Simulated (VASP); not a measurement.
A run of VASP 6.6.1 is set up as follows.

INCAR

```
SYSTEM = Be2Ru
ALGO = Fast ; DIPOL = 0.5 0.5 0.275
EDIFF = 1E-6 ; EDIFFG = -0.02
ENCUT = 520 ; GGA = PE
IBRION = 2 ; IDIPOL = 3
ISIF = 2 ; ISMEAR = -1
IVDW = 4 ; LASPH = .TRUE.
LCHARG = .FALSE. ; LDIPOL = .TRUE.
LREAL = .FALSE. ; LWAVE = .FALSE.
NELM = 80 ; NSW = 60
PREC = Accurate ; SIGMA = 0.05
```

Contents of KPOINTS:

```
k-points
0
G
  12 12 1
  0 0 0
```

Contents of POSCAR:

```
Be2Ru
1.0
    2.6011000000      0.0000000000      0.0000000000
   -1.3005500000      2.2526200000      0.0000000000
    0.0000000000      0.0000000000     30.8837600000
Be Ru
2 1
Selective dynamics
Direct
    0.3333300000      0.6666700000      0.3344800000  F F F
    0.6666700000      0.3333300000      0.2159700000  T T T
    0.0000000000      0.0000000000      0.2752300000  T T T
```

Potentials or basis: VASP PAW PBE potentials, release 64 (Be, Ru_pv).

Command:

```console
$ cat potpaw_PBE.64/Be/POTCAR potpaw_PBE.64/Ru_pv/POTCAR > POTCAR
$ mpirun -np 1 vasp_std > vasp.out
```

Problem. Estimate the Hirshfeld charges.

Solution. Be -0.01; Ru +0.01 e.

Problem. What does it give for the dispersion energy per atom?

Solution. -0.177 eV.

Problem. Predict the energy gained by relaxing.

Solution. 0.1 meV/atom.

Problem. Predict the band gap on the k mesh.

Solution. None (metal or under the smearing width).

Final structure:
```
Be Ru
1.0
     2.60110    0.00000    0.00000
    -1.30055    2.25262    0.00000
     0.00000    0.00000   30.88376
Be Ru
2 1
Cartesian
  0.0000 1.5018 10.3300
  1.2976 0.7526 6.6875
  2.6008 0.0002 8.5082
```
